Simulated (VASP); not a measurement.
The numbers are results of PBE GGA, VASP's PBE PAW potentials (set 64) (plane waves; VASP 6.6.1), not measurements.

A VASP calculation is set up with these files.

**INCAR**
```
ALGO = Normal
EDIFF = 1E-7
ENCUT = 600
GGA = PE
ISIF = 2
ISMEAR = 0
LASPH = T
LCHARG = F
LREAL = F
LWAVE = F
NELM = 100
PREC = Accurate
SIGMA = 0.05
SYSTEM = AlN
```

### POSCAR
```
AlN
5.0149330
  0.3120185367  -0.5404319572   0.0000000000
  0.3120185367   0.5404319572   0.0000000000
  0.0000000000   0.0000000000   1.0000000041
Al N
2 2
Cart
  0.3120185367  -0.1801443460   0.5001241775
  0.3120185367   0.1801443460   0.0001241754
  0.3120185367  -0.1801443460   0.8818758282
  0.3120185367   0.1801443460   0.3818758262
```

File KPOINTS:
```
K-points
0
Gamma
  10 10 6
```

POTCAR, in this order: Al N (PBE.64 set). Program: vasp_std.

Output

### OUTCAR
```
 ion  position               nearest neighbor table
   1  0.667  0.333  0.500-   4 1.90   4 1.90   4 1.90   3 1.91   2 3.09   2 3.09   2 3.09   2 3.09
                             2 3.09   2 3.09
   2  0.333  0.667  0.000-   3 1.90   3 1.90   3 1.90   4 1.91   1 3.09   1 3.09   1 3.09   1 3.09
                             1 3.09   1 3.09
   3  0.667  0.333  0.882-   2 1.90   2 1.90   2 1.90   1 1.91
   4  0.333  0.667  0.382-   1 1.90   1 1.90   1 1.90   2 1.91
  LATTYP: Found a hexagonal cell.
 ALAT       =     3.1295041072
 C/A-ratio  =     1.6024689053
 Subroutine PRICEL returns:
 Original cell was already a primitive cell.
 Subroutine GETGRP returns: Found 12 space group operations
The static configuration has the point symmetry C_3v.
 The point group associated with its full space group is C_6v.
The dynamic configuration has the point symmetry C_3v.
 Subroutine INISYM returns: Found 12 space group operations
 Subroutine IBZKPT returns following result:
 Found     56 irreducible k-points:

 Following reciprocal coordinates:
            Coordinates               Weight
  0.000000  0.000000  0.000000      1.000000
  0.100000 -0.000000  0.000000      6.000000
  0.200000 -0.000000  0.000000      6.000000
...
```

**OSZICAR**
```
       N       E                     dE             d eps       ncg     rms          rms(c)
DAV:   1     0.604137895846E+02    0.60414E+02   -0.83486E+03  1344   0.134E+03
DAV:   2    -0.300436158587E+02   -0.90457E+02   -0.82878E+02  1972   0.247E+02
DAV:   3    -0.344261906877E+02   -0.43826E+01   -0.43672E+01  1776   0.593E+01
DAV:   4    -0.344636727124E+02   -0.37482E-01   -0.37471E-01  1564   0.632E+00
DAV:   5    -0.344642180533E+02   -0.54534E-03   -0.54532E-03  1720   0.759E-01    0.120E+01
DAV:   6    -0.297745348356E+02    0.46897E+01   -0.17019E+01  1660   0.330E+01    0.416E+00
DAV:   7    -0.297950863620E+02   -0.20552E-01   -0.64806E-01  1468   0.675E+00    0.285E+00
DAV:   8    -0.297878179368E+02    0.72684E-02   -0.77530E-02  1584   0.314E+00    0.491E-01
DAV:   9    -0.297830851623E+02    0.47328E-02   -0.19150E-02  1716   0.104E+00    0.245E-01
DAV:  10    -0.297836552882E+02   -0.57013E-03   -0.26635E-03  1600   0.412E-01    0.139E-01
DAV:  11    -0.297835552763E+02    0.10001E-03   -0.31340E-04  1596   0.144E-01    0.337E-02
DAV:  12    -0.297835577815E+02   -0.25052E-05   -0.10057E-05  1516   0.348E-02    0.867E-03
DAV:  13    -0.297835574118E+02    0.36965E-06   -0.88323E-06  1616   0.239E-02    0.571E-03
DAV:  14    -0.297835573792E+02    0.32629E-07   -0.47936E-07  1524   0.627E-03
   1 F= -.29783557E+02 E0= -.29783557E+02  d E =-.493831E-17
```

### OUTCAR
```
------------------------ aborting loop because EDIFF is reached ----------------------------------------
  FORCE on cell =-STRESS in cart. coord.  units (eV):
  Direction    XX          YY          ZZ          XY          YZ          ZX
  --------------------------------------------------------------------------------------
  Total       -0.0540724     -0.0540724     -0.0375978      0.0000000      0.0000000      0.0000000
  in kB       -2.0367590     -2.0367590     -1.4162062      0.0000000      0.0000000      0.0000000
  external PRESSURE =      -1.8299081 kB  Pullay stress =       0.0000000 kB
  volume of cell :       42.54
      direct lattice vectors                 reciprocal lattice vectors
     1.564752056 -2.710230057  0.000000000     0.319539443 -0.184486184  0.000000000
     1.564752056  2.710230057  0.000000000     0.319539443  0.184486184  0.000000000
     0.000000000  0.000000000  5.014933021     0.000000000  0.000000000  0.199404458
  FREE ENERGIE OF THE ION-ELECTRON SYSTEM (eV)
  ---------------------------------------------------
  free  energy   TOTEN  =       -29.7835573792 eV

  energy  without entropy=      -29.7835573792  energy(sigma->0) =      -29.78355738
```
(Selected blocks of OUTCAR.)

The compound is AlN in the wurtzite structure. It was relaxed first.
